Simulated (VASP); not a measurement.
A run of VASP 6.6.1 is set up as follows.

File INCAR:

```
SYSTEM = BaMg7
PREC = Accurate
ENCUT = 520
EDIFF = 1E-6
ISMEAR = -5
SIGMA = 0.2
LREAL = .False.
LASPH = .True.
NELM = 80
ALGO = Normal
ISIF = 2
LWAVE = .False.
LCHARG = .True.
GGA = PS
LELF = .True.
AMIX = 0.2
BMIX = 1E-4
AMIX_MAG = 0.8
BMIX_MAG = 1E-4
ISYM = 0
```

File BaMg7.cif:

```cif
data_BaMg7
_cell_length_a 6.65324548
_cell_length_b 6.65324548
_cell_length_c 5.08334669
_cell_angle_alpha 90.00000000
_cell_angle_beta 90.00000000
_cell_angle_gamma 120.00000000
_space_group_name_H-M_alt 'P-6m2'
_space_group_name_Hall 'P -6 2'
_space_group_IT_number 187
loop_
_space_group_symop_operation_xyz
'x,y,z'
'-x+y,-x,-z'
'-y,x-y,z'
'x,y,-z'
'-x+y,-x,z'
'-y,x-y,-z'
'-y,-x,-z'
'x,x-y,z'
'-x+y,y,-z'
'-y,-x,z'
'x,x-y,-z'
'-x+y,y,z'
loop_
_atom_site_label
_atom_site_type_symbol
_atom_site_symmetry_multiplicity
_atom_site_Wyckoff_symbol
_atom_site_fract_x
_atom_site_fract_y
_atom_site_fract_z
_atom_site_occupancy
Ba1 Ba 1 b 0.0000000000 0.0000000000 0.5000000000 1
Mg1 Mg 1 e 0.6666666667 0.3333333333 0.0000000000 1
Mg2 Mg 3 j 0.6396500000 0.8198250000 0.0000000000 1
Mg3 Mg 3 k 0.4941580000 0.9883160000 0.5000000000 1
```

Contents of KPOINTS:

```
Automatic mesh
0
Gamma
  5 5 5
  0 0 0
```

The input POSCAR:

```
Ba Mg
 1.0000000000000000
     6.6532454799999998    0.0000000000000000    0.0000000000000000
    -3.3266227399999986    5.7618796032939912    0.0000000000000000
     0.0000000000000000    0.0000000000000000    5.0833466899999999
 Ba  Mg 
   1   7
Cartesian
  0.0000000000000000  0.0000000000000000  2.5416733449999995
  3.3266227403326623  1.9206265342392677  0.0000000000000000
  1.5284999834615016  4.7237329457704966  0.0000000000000000
  0.0000000000000005  2.0762933150469896  0.0000000000000000
 -1.5284999834614992  4.7237329457704966  0.0000000000000000
  0.0000000000000015  5.6945578020091041  2.5416733449999995
  1.6050089798587608  2.9146007022894391  2.5416733450000000
 -1.6050089798587592  2.9146007022894391  2.5416733449999995
```

Potentials or basis: VASP PAW PBE potentials, release 64 (Ba_sv, Mg).

Run with:

```bash
$ ase convert -i cif -o vasp BaMg7.cif POSCAR
$ cat potpaw_PBE.64/Ba_sv/POTCAR potpaw_PBE.64/Mg/POTCAR > POTCAR
$ mpirun -np 1 vasp_std > vasp.out
```

**Question.** Estimate the largest force.

**Answer.** 0.048 eV/Å.

**Question.** Predict the band gap on the k mesh.

**Answer.** None (metal or under the smearing width).

**Question.** Predict the pressure.

**Answer.** 3.3 GPa.

Stress tensor (GPa, compression positive):
```
3.01 0.01 0.00
0.01 3.02 0.00
0.00 0.00 3.74
```

Caveat: the PAW data sets were made with another functional, which shifts forces and pressure a little; tetrahedron occupations give inexact forces and stress in metals. Spin-orbit coupling is left out, which matters for the levels of Ba.
